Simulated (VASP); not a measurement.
Data:

```
CELL_PARAMETERS angstrom
     -2.79486     2.79486     5.08607
      2.79486    -2.79486     5.08607
      2.79486     2.79486    -5.08607
ATOMIC_POSITIONS crystal
  Al 0.75000 0.25000 0.50000
  Al 0.50000 0.50000 0.00000
  Cd 0.00000 0.00000 0.00000
  S  0.60110 0.14559 0.01519
  S  0.85441 0.86960 0.45551
  S  0.13040 0.58591 0.98481
  S  0.41409 0.39890 0.54449
```

The numbers are results of PBEsol GGA, VASP's PBE PAW potentials (set 64) (plane waves; VASP), not measurements. Run with 300 eV cut-off, 6×6×6 Γ-centred mesh, Gaussian smearing of 0.010 eV, potentials Al Cd S.

Task: Give the energies of bands 11 to 24 at the high-symmetry points, in eV from the valence-band maximum.

Result: 
```
band      Γ      X      P      N      M      S      R
----  -----  -----  -----  -----  -----  -----  -----
11    -3.77  -4.70  -4.63  -3.54  -4.19  -3.84  -4.52
12    -3.02  -3.80  -4.23  -3.25  -2.89  -3.51  -3.83
13    -2.99  -2.70  -3.04  -3.09  -2.41  -2.73  -2.69
14    -2.99  -2.39  -1.87  -2.80  -2.41  -2.39  -2.36
15    -2.11  -1.98  -1.51  -1.97  -1.92  -2.08  -1.98
16    -2.04  -1.14  -1.35  -1.67  -1.14  -1.78  -1.49
17    -1.17  -1.12  -1.05  -1.60  -1.14  -1.29  -1.21
18    -1.17  -0.63  -0.67  -0.89  -1.14  -1.13  -0.70
19    -0.10  -0.29  -0.51  -0.80  -1.13  -0.89  -0.36
20    -0.10  -0.25  -0.30  -0.45  -0.40  -0.34  -0.34
21    -0.07   0.00  -0.14  -0.10  -0.40  -0.04  -0.12
22     2.71   3.39   3.67   4.51   3.72   4.13   3.68
23     3.44   4.67   4.70   5.10   3.72   4.51   4.79
24     4.78   4.92   4.82   5.24   3.81   4.70   5.21
```

The gap is indirect, 2.71 eV, from the valence maximum at (-0.33, 0.33, 0.17) to the conduction minimum at Γ.

The structure comes from a computed database's Al2CdS4 entry (I-4); how it stands against other phases isn't given here. The cell was not relaxed at this level.
